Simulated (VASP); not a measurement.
Given:

```
CELL_PARAMETERS angstrom
      3.64140     0.00000     0.00000
      0.00000     3.64140     0.00000
      0.00000     0.00000     3.64140
ATOMIC_POSITIONS crystal
  Al 0.00000 0.00000 0.00000
  Ni 0.00000 0.50000 0.50000
  Ni 0.50000 0.00000 0.50000
  Ni 0.50000 0.50000 0.00000
```
Starting moments (μB, in the order of the record's atoms Al Ni Ni Ni): 0.0 0.5 0.5 0.5.

Method: PBE GGA + U (Dudarev), VASP's PBE PAW potentials (set 64) (plane waves; VASP 6.6.1). Settings: 400 eV cut-off, 8×8×8 Γ-centred mesh, first-order Methfessel-Paxton smearing of 0.10 eV, potentials Al Ni, U − J: Ni 2.00 eV.

Q: Predict the cell moment, energy per atom (σ→0), pressure, band gap (on the k-mesh) with the smallest direct gap where there is one.

A: 
```yaml
band gap (on the k-mesh): none (metal, semimetal or under 0.01 eV)
cell_moment: 0.80 μB
energy per atom (σ→0): -4.480 eV/atom
pressure: -12.54 GPa
```

Q: Give the moment on each site (PAW-sphere projection).

A: 
```
site  moment (μB)
----  -----------
Al1         -0.01
Ni2          0.31
Ni3          0.31
Ni4          0.31
```

The compound is Ni3Al in the L1_2 structure. The cell was not relaxed at this level. The run is one of a series of settings (LDAU = .TRUE., LDAUJ = 0 0, LDAUL = -1 2, LDAUTYPE = 2, LDAUU = 0 2.0 against the base run), some of them coarse on purpose.
